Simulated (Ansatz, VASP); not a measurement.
# HfC: VASP beside Ansatz, part 2 of 2

Wanted: the spread between two codes on one cell, functional and k mesh. The cell is taken from a series of runs on this material, whose earlier steps may have relaxed, scaled, displaced or heated it; both programs get it as it stands.

VASP 6.6.1 and Ansatz 0.2.0.

So far. Step 5 (VASP: single point, PBEsol, pair 2): The run ends at a pressure of 17.29 GPa. Step 6 (Ansatz: single point, PBEsol, pair 2): The run ends at a pressure of 17.32 GPa.

### Step 7. Side by side

What differs besides the data sets and the points named for the pairs above, as far as they apply: the data sets hold 30 valence electrons in Ansatz (on its PAW soft_1 files) and 14 in VASP. Total energies have different zeros and are not compared.

The two programs side by side:

| quantity | Ansatz | VASP | difference |
| --- | --- | --- | --- |
| pressure (GPa) | 17.32 | 17.29 | +0.03 |

### Step 8. Ansatz: single point, PBEsol, pair 3

A single point gives forces, pressure and levels at one fixed geometry, so differences don't come from the geometry; what else differs is listed under the comparison. The cell compared in this pair holds 22.49 Å³, against 22.98 Å³ for the pair before.

The cell is taken from a series of runs on this material, whose earlier steps may have relaxed, scaled, displaced or heated it; both programs get it as it stands.

Input file input.yaml:

```yaml
crystal:
  lattice:
    - [0.0, 2.2404362371, 2.2404362371]
    - [2.2404362371, 0.0, 2.2404362371]
    - [2.2404362371, 2.2404362371, 0.0]
  atoms:
    - { symbol: C, position: [0.0, 0.0, 0.0] }
    - { symbol: Hf, position: [0.5, 0.5, 0.5] }
kpoints:
  mp_grid: { grid: [16, 16, 16] }
hamiltonian:
  xc: pbesol
  pseudopotentials: { kind: paw, azcp: { folder: soft_1 }, xc_functional: pbe }
scf:
  occupations: { method: methfessel_paxton, width: 0.2 }
output:
  forces: true
  stress: true
  eigenvalues: true
```

The run is started by

```console
ansatz run input.yaml --threads 4 --pin off --max-ram 10240MiB --backend cpu --events-out ev --progress --plain --runs-dir out
```

Numbers of over 12 decimals in the logs are rounded to 6 here.

What it wrote:

```text
[...]
Crystal: 2 atoms, lattice volume = 22.492 Å³
Basis set: ecut = 420 eV, 459 PW (Γ), exchange–correlation on 48×48×48 points (8 copies of the dense FFT grid, shifted against one another)
Bands: 19, of which v1, the nominal top of the filled ones, is band 15 counted from 1 (14 counted from 0)
Symmetry: 48 space group operations
[...]
k-points: 145 of 4096
[...]
--- Band table (eV; the first three rows and the last of 145) ---
  k-point 0: bands = [... 11 lower, 10.3186, 21.9517, 21.9517, 21.9517, 22.0973, 22.0973, 22.0973, 24.4374]
  k-point 1: bands = [... 11 lower, 10.3187, 21.0460, 21.3188, 21.3188, 22.3793, 22.3793, 22.7619, 25.0196]
  k-point 2: bands = [... 11 lower, 10.3191, 19.9229, 20.4081, 20.4081, 22.7525, 22.7525, 23.2577, 26.2381]
  k-point 144: bands = [... 11 lower, 11.0439, 17.5153, 17.9668, 17.9668, 24.7551, 24.7551, 28.3852, 28.8670]
[key lines of the parts left out:]
SCF converged after 8 iterations
Free energy (F): -15847.343297 eV
Fermi energy:    20.795201 eV
P = ⅓ Tr σ = 24.3375 GPa (243.375 kbar)
```

The run ends at a pressure of 24.34 GPa.

### Step 9. VASP: single point, PBEsol, pair 3

The same cell, functional, mesh and smearing now go to VASP, with its own data sets.

Input file INCAR:

```
SYSTEM = HfC
PREC = Accurate
ENCUT = 600
EDIFF = 1E-06
NELM = 120
ISMEAR = 1
SIGMA = 0.2
LREAL = .FALSE.
ALGO = Normal
GGA = PS
NBANDS = 13
LASPH = .TRUE.
LORBIT = 11
LWAVE = .FALSE.
LCHARG = .FALSE.
ISIF = 2
GGA_COMPAT = .FALSE.
```

Input file POSCAR:

```
HfC
1.0
    0.0000000000      2.2404362371      2.2404362371
    2.2404362371      0.0000000000      2.2404362371
    2.2404362371      2.2404362371      0.0000000000
C Hf
1 1
Direct
    0.0000000000      0.0000000000      0.0000000000
    0.5000000000      0.5000000000      0.5000000000
```

Input file KPOINTS:

```
Automatic mesh
0
Gamma
16 16 16
0 0 0
```

Potentials, in the order of the species: C and Hf_pv (PBE family, release 64).

The run is started by

```console
mpirun -np 1 vasp_std
```

What it wrote:

```text
[... set-up lines as in an earlier step ...]
 entering main loop
       N       E                     dE             d eps       ncg     rms          rms(c)
DAV:   1     0.256761419691E+02    0.25676E+02   -0.87618E+03  3778   0.121E+03
DAV:   2    -0.231969050353E+02   -0.48873E+02   -0.45847E+02  4740   0.226E+02
DAV:   3    -0.248602529829E+02   -0.16633E+01   -0.16560E+01  4650   0.299E+01
DAV:   4    -0.248682861428E+02   -0.80332E-02   -0.80324E-02  4190   0.247E+00
[...]
DAV:  10    -0.220577563633E+02    0.31483E-03   -0.11569E-03  4466   0.257E-01    0.784E-02
DAV:  11    -0.220577553395E+02    0.10238E-05   -0.52368E-05  4480   0.689E-02    0.152E-02
DAV:  12    -0.220577547921E+02    0.54735E-06   -0.15916E-06  3361   0.113E-02
   1 F= -.22057755E+02 E0= -.22057530E+02  d E =-.674198E-03
```

Parts of OUTCAR (step 9):

```text
  Total        3.4376333      3.4376333      3.4376333      0.0000000      0.0000000     -0.0000000
  in kB      244.8738272    244.8738272    244.8738272      0.0000000      0.0000000     -0.0000000
  external PRESSURE =     244.8738272 kB  Pullay stress =       0.0000000 kB

 POSITION                                       TOTAL-FORCE (eV/Angst)
 -----------------------------------------------------------------------------------
      0.00000      0.00000      0.00000        -0.000000      0.000000      0.000000
      2.24044      2.24044      2.24044         0.000000     -0.000000     -0.000000
 -----------------------------------------------------------------------------------
    total drift:                                0.000000      0.000000      0.000000

  FREE ENERGIE OF THE ION-ELECTRON SYSTEM (eV)
  ---------------------------------------------------
  free  energy   TOTEN  =       -22.0577547921 eV

  energy  without entropy=      -22.0570805939  energy(sigma->0) =      -22.05753006

[... 1 part as in an earlier step ...]

[... 2 further parts left out ...]
[key lines of the parts left out:]
E-fermi :   6.6729
```

The run ends at a pressure of 24.49 GPa.

### Step 10. Side by side

What differs besides the data sets and the points named for the pairs above, as far as they apply: the data sets hold 30 valence electrons in Ansatz (on its PAW soft_1 files) and 14 in VASP. Total energies have different zeros and are not compared.

The two programs side by side:

| quantity | Ansatz | VASP | difference |
| --- | --- | --- | --- |
| pressure (GPa) | 24.34 | 24.49 | -0.15 |

### Step 11. Results

```json
{
  "difference in pressure (single point, PBEsol, pair 1)": "-0.36 GPa",
  "difference in pressure (single point, PBEsol, pair 2)": "0.029 GPa",
  "difference in pressure (single point, PBEsol, pair 3)": "-0.15 GPa"
}
```

What this shows: The difference in pressure is -0.36 GPa (single point, PBEsol, pair 1), within the 1 GPa picked in this series as the mark of a large difference. The data sets hold unlike numbers of valence electrons (30 in Ansatz and 14 in VASP), so part of the differences comes from the potentials. 5 further runs of this series are not shown here. Such differences can come from data sets, numerical settings and the points named under the comparisons, not from the functional's error against experiment.

[Lines on the potential files, build, host, timing and source positions are cut from VASP's logs without a mark.]

[Logs are printed without paths, hosts, clocks, repeated set-up lines and the standing remarks that a program may print on its own settings, such as how far it seeks lower states.]

[Hosts, paths, dates, database ids (printed as entryN), source tags and the programs' standing remarks are cut or masked in the printed files.]
